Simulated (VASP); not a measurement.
Here is the system:

```
PtAs2
1.0
    5.98213     0.00000     0.00000
    0.00000     5.98213     0.00000
    0.00000     0.00000     5.98213
As Pt
8 4
Direct
  0.61697   0.88303   0.11697
  0.11697   0.61697   0.88303
  0.61697   0.61697   0.61697
  0.38303   0.38303   0.38303
  0.88303   0.11697   0.61697
  0.88303   0.38303   0.11697
  0.11697   0.88303   0.38303
  0.38303   0.11697   0.88303
  0.00000   0.50000   0.50000
  0.50000   0.00000   0.50000
  0.00000   0.00000   0.00000
  0.50000   0.50000   0.00000
```

Method: PBEsol GGA, VASP's PBE PAW potentials (set 64) (plane waves; VASP 6.6.1). Settings: 400 eV cut-off, 9×9×9 Γ-centred mesh, Gaussian smearing of 0.010 eV, potentials As Pt.

Q: Give the direction-averaged independent-particle dielectric function (no local fields, no excitons; a broadening of 0.1 eV leaves a tail below the gap, and fine structure carries the noise of the k-mesh).

A: 
```
ħω (eV)     ε₁     ε₂
-------  -----  -----
0.00     26.73   0.00
0.30     27.26   0.37
0.60     29.12   0.98
1.00     36.06   5.93
1.30     33.95  16.92
1.60     31.46  21.52
2.00     24.53  23.50
2.30     16.83  28.09
2.60     15.45  27.06
3.00      5.37  27.69
3.30      0.38  25.77
3.60     -3.82  21.35
4.00     -3.60  13.96
4.30     -1.78  13.16
4.60     -1.84  13.88
5.00     -4.05  11.41
5.30     -3.49   9.30
5.60     -1.94   9.15
6.00     -2.63   9.11
6.30     -2.76   8.03
6.60     -2.90   7.37
7.00     -3.19   7.07
7.30     -3.04   6.21
7.60     -2.93   5.88
8.00     -3.26   5.24
8.30     -3.01   4.50
8.60     -2.65   4.16
9.00     -2.74   3.74
9.30     -2.28   3.51
9.60     -2.27   3.33
10.00    -2.20   2.83
10.30    -1.96   2.61
10.60    -1.66   2.44
11.00    -1.38   2.49
11.30    -1.32   2.43
11.60    -1.35   2.41
12.00    -1.38   2.36
12.30    -1.35   2.16
12.60    -1.29   2.05
13.00    -1.27   1.93
```
ε₂ peaks at 1.7 eV (height 25.6), 2.8 eV (height 30.0); ε₁(0) averages 26.73, so the electronic refractive index below the gap tends to √26.73 = 5.17.

The compound is PtAs2 in the pyrite structure. It was relaxed first.
